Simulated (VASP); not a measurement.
ScF3, 4 atoms in the cell. The structure is cubic, space group Pm-3m (No. 221). The conventional cell has a = 3.973 Å, b = 3.973 Å, c = 3.973 Å, α = 90.00°, β = 90.00°, γ = 90.00°. Sc (site symmetry m-3m) has 6 F at 1.99 Å as nearest neighbours. F (site symmetry 4/mmm) has 2 Sc at 1.99 Å as nearest neighbours. The cell was built by a generator and needn't be a form met in nature.

- Program: VASP 6.6.1
- Task: single point
- Functional: LDA
- Potentials or basis: VASP PAW LDA potentials, release 64 (Sc_sv, F)
- Cutoff: 520 eV
- k mesh: 6 × 6 × 6
- Occupations: gaussian, width 0.01 eV
- Spin: no spin polarisation
- Dipole correction: no
- Further INCAR settings: ALGO = Normal; EDIFF = 1e-06; NBANDS = 24

Potentials or basis: VASP PAW LDA potentials, release 64 (Sc_sv, F).

Run with:

```console
$ cat potpaw_LDA.64/Sc_sv/POTCAR potpaw_LDA.64/F/POTCAR > POTCAR
$ mpirun -np 1 vasp_std > vasp.out
```

Hardware: 1 thread of Intel(R) Xeon(R) Platinum 8488C (Sapphire Rapids), with other jobs on the host.

Estimate the wall time of this run.

It took 36 s on 1 thread of Intel(R) Xeon(R) Platinum 8488C (Sapphire Rapids), with other jobs on the host, peak memory 0.16 GiB. Counts: scf iterations 15, k points 20.
